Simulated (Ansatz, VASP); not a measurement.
# Cross-check of PtSe2 between VASP and Ansatz, part 2 of 2

Aim: how closely do two programs agree when they are given the same cell, functional and k mesh? Of the first pair: The structure shown is the start of the Ansatz relaxation below; VASP solves that cell, so the two are compared at the walk's first step.

VASP 6.6.1 and Ansatz 0.2.0.

So far. Step 3 (VASP: single point, LDA, start cell, pair 1): The run ends at a pressure of -2.99 GPa, with forces up to 2.3 eV/Å.

## 6. VASP: single point, LDA, relaxed cell, pair 2

Level of this step: LDA; plane waves and PAW (Pt, Se) (VASP).

The same cell, functional (in two slightly different forms), mesh and smearing now go to VASP, with its own data sets.

Input file INCAR:

```
SYSTEM = PtSe2
PREC = Accurate
ENCUT = 400
EDIFF = 1E-06
NELM = 120
ISMEAR = 0
SIGMA = 0.1
LREAL = .FALSE.
ALGO = Normal
GGA = PW92
NBANDS = 17
LASPH = .TRUE.
LORBIT = 11
LWAVE = .FALSE.
LCHARG = .FALSE.
ISIF = 2
LDIPOL = .TRUE.
IDIPOL = 3
DIPOL = 0.5 0.5 0.328
LVHAR = .TRUE.
GGA_COMPAT = .FALSE.
NELMDL = -8
KPAR = 2
```

Input file POSCAR:

```
PtSe2
1.0
    3.5157356162      0.0000000000      0.0000000000
   -1.7578678081      3.0447163567      0.0000000000
    0.0000000000      0.0000000000     30.4600000000
Pt Se
1 2
Direct
    0.3333333333      0.6666666667      0.3282994091
    0.6666666666      0.3333333334      0.3771066008
    0.6666666666      0.3333333334      0.2794922175
```

Input file KPOINTS:

```
Automatic mesh
0
Gamma
6 6 1
0 0 0
```

PAW data sets: Pt and Se (LDA family, release 64).

Command:

```sh
$ mpirun -np 2 vasp_std
```

Numbers of over 12 decimals in the logs are rounded to 6 here.

Log:

```text
[banner, memory and clock lines left out]
running    2 mpi-ranks, on    1 nodes
[...]
[... a notice as in an earlier step ...]

 LDA part: xc-table for (Slater(with rela. corr.)+PW92), standard interpolation
 POSCAR, INCAR and KPOINTS ok, starting setup
[...]
entering main loop
       N       E                     dE             d eps       ncg     rms          rms(c)
DAV:   1     0.161545176378E+03    0.16155E+03   -0.60409E+03   238   0.735E+02
DAV:   2     0.141363363529E+01   -0.16013E+03   -0.15377E+03   367   0.154E+02
DAV:   3    -0.158392782706E+02   -0.17253E+02   -0.17098E+02   296   0.638E+01
DAV:   4    -0.160852175613E+02   -0.24594E+00   -0.24545E+00   311   0.916E+00
[...]
DAV:  20    -0.154657683558E+02   -0.62029E-05   -0.76565E-07   195   0.473E-03    0.218E-03
DAV:  21    -0.154657699519E+02   -0.15961E-05   -0.32735E-07   228   0.270E-03    0.468E-04
DAV:  22    -0.154657706474E+02   -0.69546E-06   -0.33451E-08   230   0.719E-04
   1 F= -.15465771E+02 E0= -.15456229E+02  d E =-.190827E-01
```

From OUTCAR (step 6):

```text
  Total        0.1144115      0.1144115      0.1075060      0.0000000      0.0000000      0.0000000
  in kB        0.5621955      0.5621955      0.5282631      0.0000000      0.0000000      0.0000000
  external PRESSURE =       0.5508847 kB  Pullay stress =       0.0000000 kB

 POSITION                                       TOTAL-FORCE (eV/Angst)
 -----------------------------------------------------------------------------------
     -0.00000      2.02981     10.00000         0.000000      0.000000      0.000000
      1.75787      1.01491     11.48667        -0.000000     -0.000000      0.045130
      1.75787      1.01491      8.51333        -0.000000     -0.000000     -0.045130
 -----------------------------------------------------------------------------------
    total drift:                               -0.000000     -0.000000      0.000007

  FREE ENERGIE OF THE ION-ELECTRON SYSTEM (eV)
  ---------------------------------------------------
  free  energy   TOTEN  =       -15.4657706474 eV

  energy  without entropy=      -15.4466879825  energy(sigma->0) =      -15.45622931

[... 1 part as in an earlier step ...]

[... 2 further parts left out ...]
[key lines of the parts left out:]
E-fermi :  -2.9612
```

The run ends at a pressure of 0.06 GPa, with forces up to 0.045 eV/Å.

## 7. Side by side

What differs besides the data sets and the points named for the pairs above, as far as they apply: the data sets hold 50 valence electrons in Ansatz (on its PAW soft_1 files) and 22 in VASP. Total energies have different zeros and are not compared.

Forces (eV/Å; atoms numbered as in POSCAR):

```tsv
atom	Ansatz x, y, z	VASP x, y, z
Pt1	0.000, 0.000, 0.000	0.000, 0.000, 0.000
Se2	0.000, 0.000, 0.000	0.000, 0.000, 0.045
Se3	0.000, 0.000, 0.000	0.000, 0.000, -0.045
```

The forces differ by 21 meV/Å r.m.s., where the r.m.s. force is 0.000 eV/Å in Ansatz and 0.021 eV/Å in VASP: the atoms lie near their places of rest in Ansatz, so a percentage would say little (all taken over all components). With vacuum in the cell, a pressure given here is an average over mostly empty space and none of the material.

## 8. Other set-ups

Further runs change the set-up of one program: Ansatz's method, potentials or start, or VASP's data sets, cutoff or form of LDA. The table gives that difference for each run.

```tsv
run	r.m.s. force difference (meV/Å)
as above	21
VASP with the data sets Pt and Se_sv_GW and a cutoff of 620 eV	14
```

## 9. Ansatz: relaxation, LDA

The two programs are compared at the cell with which this relaxation starts, whose forces are those of its first step.

The structure compared here is the start of the Ansatz relaxation; VASP solves that cell, so the two are compared at the walk's first step.

Input file input.yaml:

```yaml
crystal:
  lattice:
    - [3.5157356162, 0.0, 0.0]
    - [-1.7578678081, 3.0447163567, 0.0]
    - [0.0, 0.0, 30.46]
  atoms:
    - { symbol: Pt, position: [0.3333333333, 0.6666666667, 0.3282994091] }
    - { symbol: Se, position: [0.6666666667, 0.3333333333, 0.3771066007] }
    - { symbol: Se, position: [0.6666666667, 0.3333333333, 0.2794922174] }
  periodic: [true, true, false]
kpoints:
  mp_grid: { grid: [15, 15, 1] }
hamiltonian:
  xc: lda
  pseudopotentials: { kind: paw, azcp: { folder: soft_1 }, xc_functional: pbe }
scf:
  occupations: { method: gaussian, width: 0.1 }
output:
  forces: true
  stress: true
  eigenvalues: true
  write_density: true
  write_potential: true
  elf: true
  volumetric_format: npy
relax:
  adjacent_minimum: "off"
  f_tol: 0.005
  max_steps: 80
  cell: { stress_2d_tol: 0.02 }
```

Command:

```sh
$ ansatz run input.yaml --threads 8 --pin off --max-ram 16384MiB --backend cpu --events-out ev --progress --plain --runs-dir out
```

Log:

```text
[...]
Crystal: 3 atoms, lattice volume = 326.057 Å³
Basis set: ecut = 420 eV, 6335 PW (Γ)
Bands: 30, of which v1, the nominal top of the filled ones, is band 25 counted from 1 (24 counted from 0)
Symmetry: 12 space group operations
[...]
k-points: 27 of 225 (time reversal used)
[...]
° read free of the cell's end (the report's vacuum.weakly_bound_levels)
--- Relaxed structure (4 steps of the walk, 4 accepted, 1 SCFs on fresh bases) ---
[...]
cell:  # Å, volume = 328.2199 Å³
    - [3.527380, 6.4637300371922155e-19, 0]
    - [-1.763690, 3.054800, 0]
    - [0, 0, 30.46]
  atoms:
    - { symbol: Pt, position: [0.333333, 0.666667, 0.328299] }
    - { symbol: Se, position: [0.666667, 0.333333, 0.376779] }
    - { symbol: Se, position: [0.666667, 0.333333, 0.279820] }
[key lines of the parts left out:]
SCF converged after 7 iterations
Free energy (F): -23012.438776 eV
Fermi energy:    -4.947781 eV
P = ½ c Tr σ = 0.0001 N/m
```

## 10. VASP: single point, LDA, start cell, pair 3

The same cell, functional (in two slightly different forms), mesh and smearing now go to VASP, with its own data sets.

INCAR is that of step 6.

Input file POSCAR:

```
PtSe2
1.0
    3.5157360000      0.0000000000      0.0000000000
   -1.7578680000      3.0447160000      0.0000000000
    0.0000000000      0.0000000000     30.4600000000
Pt Se
1 2
Direct
    0.3333333881      0.6666667761      0.3282994091
    0.6666667214      0.3333334428      0.3771065988
    0.6666667214      0.3333334428      0.2794922193
```

Input file KPOINTS:

```
Automatic mesh
0
Gamma
15 15 1
0 0 0
```

Command:

```sh
$ mpirun -np 2 vasp_std
```

Log:

```text
[... set-up lines as in an earlier step ...]
 entering main loop
       N       E                     dE             d eps       ncg     rms          rms(c)
DAV:   1     0.161415061008E+03    0.16142E+03   -0.60450E+03   918   0.738E+02
DAV:   2     0.997330566893E+00   -0.16042E+03   -0.15226E+03  1510   0.154E+02
DAV:   3    -0.157888404083E+02   -0.16786E+02   -0.16657E+02  1110   0.640E+01
DAV:   4    -0.160713542727E+02   -0.28251E+00   -0.28162E+00  1275   0.970E+00
[...]
DAV:  21    -0.154539984369E+02   -0.15633E-05   -0.20440E-07   948   0.231E-03    0.283E-04
DAV:  22    -0.154539998853E+02   -0.14484E-05   -0.43764E-08   899   0.650E-04    0.350E-04
DAV:  23    -0.154540004410E+02   -0.55563E-06   -0.18590E-08   881   0.322E-04
   1 F= -.15454000E+02 E0= -.15451046E+02  d E =-.590962E-02
```

From OUTCAR (step 10):

```text
  Total        0.1922060      0.1922059     -0.0087995      0.0000000     -0.0000000      0.0000000
  in kB        0.9444622      0.9444618     -0.0432391      0.0000000     -0.0000000      0.0000000
  external PRESSURE =       0.6152283 kB  Pullay stress =       0.0000000 kB

 POSITION                                       TOTAL-FORCE (eV/Angst)
 -----------------------------------------------------------------------------------
      0.00000      2.02981     10.00000        -0.000000      0.000000      0.000000
      1.75787      1.01491     11.48667         0.000000     -0.000000      0.006032
      1.75787      1.01491      8.51333        -0.000000     -0.000000     -0.006032
 -----------------------------------------------------------------------------------
    total drift:                               -0.000000     -0.000324      0.000039

  FREE ENERGIE OF THE ION-ELECTRON SYSTEM (eV)
  ---------------------------------------------------
  free  energy   TOTEN  =       -15.4540004410 eV

  energy  without entropy=      -15.4480908241  energy(sigma->0) =      -15.45104563

[... 3 further parts left out ...]
[key lines of the parts left out:]
E-fermi :  -2.8328
```

The run ends at a pressure of 0.06 GPa, with forces up to 0.0060 eV/Å.

## 11. Comparison

What differs besides the data sets and the points named for the pairs above, as far as they apply: the data sets hold 50 valence electrons in Ansatz (on its PAW soft_1 files) and 22 in VASP; the cutoff is 420 eV in Ansatz and 400 eV in VASP. Total energies have different zeros and are not compared.

At this near-relaxed geometry the largest component of a force difference is 44 meV/Å. With vacuum in the cell, a pressure given here is an average over mostly empty space and none of the material.

## 12. What came out

```
r.m.s. force difference (single point, LDA, start cell, pair 1)   : 0.90 % of the r.m.s. force
r.m.s. force difference (single point, LDA, relaxed cell, pair 2) : 21 meV/Å
r.m.s. force difference (single point, LDA, start cell, pair 3)   : 21 meV/Å
```

The r.m.s. force difference is 21 meV/Å (single point, LDA, relaxed cell, pair 2), beyond the 12 meV/Å picked in this series as the mark of a large difference. The data sets hold unlike numbers of valence electrons (50 in Ansatz and 22 in VASP), so part of the differences comes from the potentials. Single point, LDA, relaxed cell, pair 2, VASP with the data sets Pt and Se_sv_GW and a cutoff of 620 eV: r.m.s. force difference goes from 21 to 14 meV/Å. What causes the difference of the single point, LDA, start cell, pair 3 pair stays open here. 2 further runs of this series are not shown here. How closely two codes agree says nothing of how well the functional describes the real material.

[Lines on the potential files, build, host, timing and source positions are cut from VASP's logs without a mark.]

[Logs are printed without paths, hosts, clocks, repeated set-up lines and the standing remarks that a program may print on its own settings, such as how far it seeks lower states.]

[Hosts, paths, dates, database ids (printed as entryN), source tags and the programs' standing remarks are cut or masked in the printed files.]
